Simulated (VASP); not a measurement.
Calculation: PBEsol GGA, VASP's PBE PAW potentials (set 64) (plane waves; VASP).

The input files of a VASP run:

POSCAR:
```
Cu(100) slab
1
    2.5227565900    -0.0000000000    -0.0000000000
   -0.0000000000     2.5227565900     0.0000000000
    0.0000000000     0.0000000000    25.5274616903
Cu
6
Direct
  0.5000000000   0.0000000000   0.3253000000
  0.0000000000   0.5000000000   0.3951800000
  0.5000000000   0.0000000000   0.4650600000
  0.0000000000   0.5000000000   0.5349400000
  0.5000000000   0.0000000000   0.6048200000
  0.0000000000   0.5000000000   0.6747000000
```

### KPOINTS
```
Automatic mesh
0
Gamma
11 11 1
0 0 0
```

### INCAR
```
DIPOL = 0.5 0.5 0.5
SYSTEM = Cu(100) slab
NELM = 100
EDIFFG = -0.03   # ionic stop
PREC = Normal
IBRION = 2   # conjugate gradients
NSW = 50
ALGO = Normal
SIGMA = 0.1   # width (eV)
LMAXMIX = 4
ISMEAR = 1   # Methfessel-Paxton
ENCUT = 400   # plane-wave cut-off (eV)
LREAL = .FALSE.   # projection in real space or not
LCHARG = .FALSE.
IDIPOL = 3
ISIF = 2
NELMIN = 4
LWAVE = .TRUE.
LASPH = .TRUE.
GGA = PS
LDIPOL = .TRUE.
EDIFF = 1E-5   # SCF stop (eV)
```

POTCAR, in this order: Cu (PBE.64 set). Program: vasp_std.

Output

File OSZICAR:
```
       N       E                     dE             d eps       ncg     rms          rms(c)
DAV:   1     0.549794528184E+03    0.54979E+03   -0.25486E+04  1638   0.193E+03
DAV:   2     0.289600928952E+02   -0.52083E+03   -0.50665E+03  1638   0.411E+02
DAV:   3    -0.282065354338E+02   -0.57167E+02   -0.53074E+02  1722   0.191E+02
DAV:   4    -0.303284982870E+02   -0.21220E+01   -0.20929E+01  1825   0.468E+01
DAV:   5    -0.303998623132E+02   -0.71364E-01   -0.71218E-01  2001   0.641E+00    0.197E+01
DAV:   6    -0.269303725250E+02    0.34695E+01   -0.71787E+01  1827   0.141E+02    0.101E+01
DAV:   7    -0.244536161126E+02    0.24768E+01   -0.12848E+01  1914   0.691E+01    0.217E+00
DAV:   8    -0.244984261440E+02   -0.44810E-01   -0.18365E+00  1908   0.417E+01    0.130E+00
DAV:   9    -0.244892404889E+02    0.91857E-02   -0.40389E-01  1910   0.978E+00    0.147E+00
DAV:  10    -0.244525125330E+02    0.36728E-01   -0.96807E-02  2184   0.657E+00    0.390E-01
DAV:  11    -0.244526750458E+02   -0.16251E-03   -0.42543E-02  1933   0.603E+00    0.326E-01
DAV:  12    -0.244508187096E+02    0.18563E-02   -0.92671E-03  1893   0.218E+00    0.163E-01
DAV:  13    -0.244500351246E+02    0.78358E-03   -0.25459E-03  1850   0.664E-01    0.697E-02
DAV:  14    -0.244500036648E+02    0.31460E-04   -0.23212E-03  2081   0.635E-01    0.100E-01
DAV:  15    -0.244498495486E+02    0.15412E-03   -0.14089E-03  1780   0.619E-01    0.267E-02
DAV:  16    -0.244499380970E+02   -0.88548E-04   -0.87190E-05  1896   0.125E-01    0.344E-02
DAV:  17    -0.244500004837E+02   -0.62387E-04   -0.40144E-05  1509   0.123E-01    0.156E-02
DAV:  18    -0.244500435948E+02   -0.43111E-04   -0.57851E-05  1698   0.103E-01    0.552E-03
DAV:  19    -0.244500888920E+02   -0.45297E-04   -0.14227E-05  1029   0.527E-02    0.356E-03
DAV:  20    -0.244500938394E+02   -0.49474E-05   -0.19247E-06  1036   0.327E-02
   1 F= -.24450094E+02 E0= -.24449916E+02  d E =-.244501E+02
       N       E                     dE             d eps       ncg     rms          rms(c)
DAV:   1    -0.244530425386E+02   -0.29536E-02   -0.25156E+00  1666   0.862E+00    0.122E-01
DAV:   2    -0.244574361828E+02   -0.43936E-02   -0.46685E-02  2422   0.234E+00    0.127E-01
DAV:   3    -0.244573177159E+02    0.11847E-03   -0.13872E-03  1779   0.121E+00    0.900E-02
DAV:   4    -0.244572746144E+02    0.43101E-04   -0.27903E-04  2228   0.544E-01    0.742E-02
DAV:   5    -0.244571825245E+02    0.92090E-04   -0.24524E-04  2862   0.332E-01    0.252E-02
DAV:   6    -0.244571780809E+02    0.44437E-05   -0.10395E-04  1903   0.396E-01    0.162E-02
DAV:   7    -0.244571743917E+02    0.36892E-05   -0.25644E-05  1148   0.247E-01
   2 F= -.24457174E+02 E0= -.24457088E+02  d E =-.708055E-02
       N       E                     dE             d eps       ncg     rms          rms(c)
DAV:   1    -0.244533924850E+02    0.37856E-02   -0.41375E+00  1666   0.111E+01    0.163E-01
DAV:   2    -0.244606603150E+02   -0.72678E-02   -0.77612E-02  2401   0.301E+00    0.166E-01
DAV:   3    -0.244604300069E+02    0.23031E-03   -0.24349E-03  1837   0.166E+00    0.115E-01
DAV:   4    -0.244603618976E+02    0.68109E-04   -0.49733E-04  2271   0.691E-01    0.947E-02
DAV:   5    -0.244602063575E+02    0.15554E-03   -0.35984E-04  2921   0.391E-01    0.347E-02
DAV:   6    -0.244601911716E+02    0.15186E-04   -0.16186E-04  2565   0.432E-01    0.180E-02
DAV:   7    -0.244601864973E+02    0.46743E-05   -0.29107E-05  1336   0.271E-01
   3 F= -.24460186E+02 E0= -.24460213E+02  d E =-.100927E-01
       N       E                     dE             d eps       ncg     rms          rms(c)
DAV:   1    -0.244601685924E+02    0.22579E-04   -0.21979E-02  1666   0.807E-01    0.104E-02
DAV:   2    -0.244602078660E+02   -0.39274E-04   -0.41339E-04  2387   0.253E-01    0.157E-02
DAV:   3    -0.244602065008E+02    0.13653E-05   -0.11435E-05   940   0.107E-01    0.108E-02
DAV:   4    -0.244602058728E+02    0.62799E-06   -0.23464E-06   868   0.330E-02
   4 F= -.24460206E+02 E0= -.24460223E+02  d E =-.101120E-01
       N       E                     dE             d eps       ncg     rms          rms(c)
DAV:   1    -0.244602624975E+02   -0.55997E-04   -0.30335E-01  1659   0.299E+00    0.370E-02
DAV:   2    -0.244607791541E+02   -0.51666E-03   -0.54222E-03  2393   0.864E-01    0.439E-02
DAV:   3    -0.244607751436E+02    0.40105E-05   -0.17973E-04  1782   0.376E-01    0.323E-02
DAV:   4    -0.244607688799E+02    0.62637E-05   -0.27050E-05  1058   0.218E-01
   5 F= -.24460769E+02 E0= -.24460826E+02  d E =-.563007E-03
```

File OUTCAR:
```
------------------------ aborting loop because EDIFF is reached ----------------------------------------
  FORCE on cell =-STRESS in cart. coord.  units (eV):
  Direction    XX          YY          ZZ          XY          YZ          ZX
  --------------------------------------------------------------------------------------
  Total       -1.8929911     -1.8929911     -0.6880450      0.0000000      0.0000000      0.0000000
  in kB      -18.6681298    -18.6681298     -6.7853009      0.0000000      0.0000000      0.0000000
  external PRESSURE =     -14.7071868 kB  Pullay stress =       0.0000000 kB
  volume of cell :      162.46
      direct lattice vectors                 reciprocal lattice vectors
     2.522756590  0.000000000  0.000000000     0.396391790  0.000000000  0.000000000
     0.000000000  2.522756590  0.000000000     0.000000000  0.396391790  0.000000000
     0.000000000  0.000000000 25.527461690     0.000000000  0.000000000  0.039173499
 POSITION                                       TOTAL-FORCE (eV/Angst)
 -----------------------------------------------------------------------------------
      1.26138      0.00000      8.32982         0.000000     -0.000000      0.016289
      0.00000      1.26138     10.06691        -0.000000     -0.000000      0.022426
      1.26138      0.00000     11.86454        -0.000000     -0.000000     -0.010748
      2.52276      1.26138     13.66292        -0.000000     -0.000000      0.010748
      1.26138      0.00000     15.46056         0.000000     -0.000000     -0.022426
      0.00000      1.26138     17.19764         0.000000      0.000000     -0.016289
 -----------------------------------------------------------------------------------
    total drift:                                0.000000      0.000000      0.000000
  FREE ENERGIE OF THE ION-ELECTRON SYSTEM (eV)
  ---------------------------------------------------
  free  energy   TOTEN  =       -24.4607688799 eV

  energy  without entropy=      -24.4609398011  energy(sigma->0) =      -24.46082585

 reached required accuracy - stopping structural energy minimisation
```
(Selected blocks of OUTCAR.)

CONTCAR:
```
Cu(100) slab
   1.00000000000000
     2.5227565900000002    0.0000000000000000    0.0000000000000000
     0.0000000000000000    2.5227565900000002    0.0000000000000000
     0.0000000000000000    0.0000000000000000   25.5274616903000009
  Cu
     6
Direct
     0.5000000000000000    0.0000000000000000    0.3263081629450457
     0.0000000000000000    0.5000000000000000    0.3943558976989243
     0.5000000000000000    0.0000000000000000    0.4647754774362700
     1.0000000000000000    0.5000000000000000    0.5352245225637301
     0.5000000000000000    0.0000000000000000    0.6056441023010757
     0.0000000000000000    0.5000000000000000    0.6736918370549543
```

The cell is a thin slab with vacuum, built from Cu (fcc): (100) face.
